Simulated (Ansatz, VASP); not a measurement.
# One calculation of KPt2S2, two programs

INCAR

```
SYSTEM = KPt2S2
PREC = Accurate
ENCUT = 520
EDIFF = 1E-6
ISMEAR = -5
SIGMA = 0.1
LREAL = .False.
LASPH = .True.
NELM = 60
ALGO = Normal
ISIF = 2
LWAVE = .False.
LCHARG = .True.
METAGGA = R2SCAN
LMIXTAU = .True.
LELF = .True.
LVHAR = .True.
ISYM = 0
NBANDS = 28
```

The input KPOINTS:

```
Automatic mesh
0
Gamma
  5 5 5
  0 0 0
```

Contents of POSCAR:

```
KPt2S2
1.0
   -2.7662010000      2.7799000000      0.0000000000
    2.7662010000      0.0000000000      6.6747930000
    2.7662010000      2.7799000000      0.0000000000
K Pt S
1 2 2
Direct
    0.5000000000      0.0000000000      0.5000000000
    0.2500000000      0.5000000000      0.2500000000
    0.7500000000      0.5000000000      0.7500000000
    0.1428000000      0.2856000000      0.8572000000
    0.8572000000      0.7144000000      0.1428000000
```

Input for Ansatz:

```yaml
crystal:
  lattice:
    - [-2.766201, 2.7799, 0.0]
    - [2.766201, 0.0, 6.674793]
    - [2.766201, 2.7799, 0.0]
  atoms:
    - { symbol: K, position: [0.5, 0.0, 0.5] }
    - { symbol: Pt, position: [0.25, 0.5, 0.25] }
    - { symbol: Pt, position: [0.75, 0.5, 0.75] }
    - { symbol: S, position: [0.1428, 0.2856, 0.8572] }
    - { symbol: S, position: [0.8572, 0.7144, 0.1428] }
  symmetry: { detect: false }
kpoints:
  mp_grid: { grid: [5, 5, 5], shift: [0, 0, 0] }
magnetization:
  spin_polarized: false
scf:
  occupations: { method: tetrahedron }
  mixing: { preconditioner: kerker_dos }
hamiltonian:
  pseudopotentials: { kind: paw }
  xc: r2scan
basis:
  ecutwfc: 500
output:
  forces: true
  stress: true
  eigenvalues: true
```

The cell was built by a generator and needn't be a form met in nature.

Alike in both runs: task single point; functional r2SCAN; k mesh 5 × 5 × 5; occupations tetrahedron; no spin polarisation.

|  | VASP | Ansatz |
| --- | --- | --- |
| version | VASP 6.6.1 | Ansatz 0.2.0 |
| potentials or method | VASP PAW PBE potentials, release 64 (K_sv, Pt, S) | PAW plane waves |
| plane-wave cutoff (eV) | 520 | 500 |
| valence electrons in the cell | 41 | 57 |

|  | VASP | Ansatz | Ansatz less VASP |
| --- | --- | --- | --- |
| gap on the k mesh at the Fermi level (eV) | none | none | - |
| pressure (GPa) | 5.0 | 5.1 | +0.06 |
| largest component of the traceless stress (GPa) | 3.28 | 3.37 | +0.094 |
| rms of the force components (eV/Å) | 0.318 | 0.312 | -0.0053 |

Atom by atom the forces differ by 0.006 eV/Å (rms over components). A gap of «none» marks a metal or a gap that the smearing closes. The functional is the same, so the differences come from potentials, cutoffs and numerics. The two sets of potentials don't hold the same shells in valence. Ansatz warned: «band_table_not_solved_further».

Caveats: the PAW data sets were made with another functional, which shifts forces and pressure a little (VASP); tetrahedron occupations give inexact forces and stress in metals. Spin-orbit coupling is left out, which matters for the levels of Pt.
